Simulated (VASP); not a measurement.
Here is the system:

```
PbS
1.0
    4.17141     0.00000     0.00000
    0.00000     4.17141     0.00000
    0.00000     0.00000    26.69568
Pb S
4 4
Direct
  0.00000   0.50000   0.33677
  0.50000   0.00000   0.44131
  0.00000   0.50000   0.55869
  0.50000   0.00000   0.66323
  0.00000   0.50000   0.43904
  0.50000   0.00000   0.33861
  0.00000   0.50000   0.66139
  0.50000   0.00000   0.56096
```

Level of theory: PBEsol GGA, VASP's PBE PAW potentials (set 64) (plane waves; VASP). Numerical set-up: PREC = Normal, 400 eV cut-off, 5×5×1 Γ-centred mesh, Gaussian smearing of 0.050 eV, potentials Pb_d S.

**Question.** Estimate the energy per atom (σ→0).

**Answer.** 
```json
{
  "energy per atom (σ→0)": "-4.668 eV/atom"
}
```

The absolute energy has meaning only against runs of the same code, potentials and settings.

The cell is a thin slab with vacuum, built from PbS (rock salt): (100) face.
